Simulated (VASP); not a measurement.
These are PBEsol GGA, VASP's PBE PAW potentials (set 64) (plane waves; VASP) values and carry that method's errors.

A VASP calculation is set up with these files.

### INCAR
```
! general
SYSTEM =Nb
PREC   =Accurate
ENCUT  =480
LREAL  =F
LASPH  =T

! electronic loop
EDIFF  =1E-7
NELM   =100
ALGO   =Normal
LMAXMIX=4

! smearing
ISMEAR =1
SIGMA  =0.1

! functional
GGA    =PS

! ions
ISIF   =2

! output
LWAVE  =F
LCHARG =F
```

### KPOINTS
```
Automatic mesh
0
Gamma
 14 14 14
```

POSCAR:
```
Nb
1
   -1.6332446314     1.6332446314     1.6332446314
    1.6332446314    -1.6332446314     1.6332446314
    1.6332446314     1.6332446314    -1.6332446314
Nb
1
Direct
  0.0000000000   0.0000000000   0.0000000000
```

POTCAR, in this order: Nb_sv (PBE.64 set). Program: vasp_std.

Q: Predict the energy per atom (σ→0), band gap (on the k-mesh).

A: 
```
Item                                                        Result
------------------------  ----------------------------------------
energy per atom (σ→0)                              -10.946 eV/atom
band gap (on the k-mesh)  none (metal, semimetal or under 0.01 eV)
```

**OSZICAR**
```
...
DAV:   6    -0.109936827395E+02    0.42086E+00   -0.80687E-01  3218   0.118E+01    0.275E+00
DAV:   7    -0.109422377978E+02    0.51445E-01   -0.24124E-01  3256   0.629E+00    0.932E-01
DAV:   8    -0.109462721906E+02   -0.40344E-02   -0.12720E-02  2380   0.170E+00    0.542E-02
DAV:   9    -0.109463010538E+02   -0.28863E-04   -0.92783E-04  3454   0.349E-01    0.392E-02
DAV:  10    -0.109463149829E+02   -0.13929E-04   -0.25049E-05  2430   0.660E-02    0.158E-02
DAV:  11    -0.109463108890E+02    0.40938E-05   -0.72543E-06  2498   0.501E-02    0.296E-03
DAV:  12    -0.109463108365E+02    0.52561E-07   -0.24792E-07  2446   0.574E-03
   1 F= -.10946311E+02 E0= -.10946404E+02  d E =0.280443E-03
```

The compound is Nb in the bcc structure. It was relaxed first.
